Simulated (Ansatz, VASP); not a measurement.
## Two plane-wave programs on Ti4W

```xyz
5
Lattice="-2.9747 2.9747 2.9747 2.9747 -2.9747 2.9747 2.9747 2.9747 -2.9747" Properties=species:S:1:pos:R:3 pbc="T T T"
Ti    1.4875    1.4875    1.4875
Ti   -1.4873    1.4873    1.4873
Ti    1.4873    1.4873   -1.4873
Ti    1.4873   -1.4873    1.4873
W     0.0000    0.0000    0.0000
```

Change from the starting cell: species swapped into the GeF4 type (I-43m, No. 217).

Alike in both runs: functional PBE; k mesh 4 × 4 × 4; occupations gaussian, width 0.1 eV; no spin polarisation.

Ansatz relaxed the structure, and its values are those at the end. VASP's run is a single point on that final structure, the one shown.

|  | VASP | Ansatz |
| --- | --- | --- |
| version | VASP 6.6.1 | Ansatz 0.2.0 |
| potentials or method | VASP PAW PBE potentials, release 64 (Ti_sv, W_sv) | scalar-relativistic, plane waves, PAW |
| plane-wave cutoff (eV) | 520 | 420 |
| valence electrons in the cell | 62 | 62 |

```tsv
	VASP	Ansatz	Ansatz less VASP
gap on the k mesh at the Fermi level (eV)	none	none	-
pressure (GPa)	-0.4	-0.4	+0.01
```

A gap of «none» marks a metal or a gap that the smearing closes.

Caveats: the k mesh is coarse (spacing up to 0.37 Å⁻¹), so the values aren't converged. The runs have no spin-orbit coupling, so splittings on W are missing.
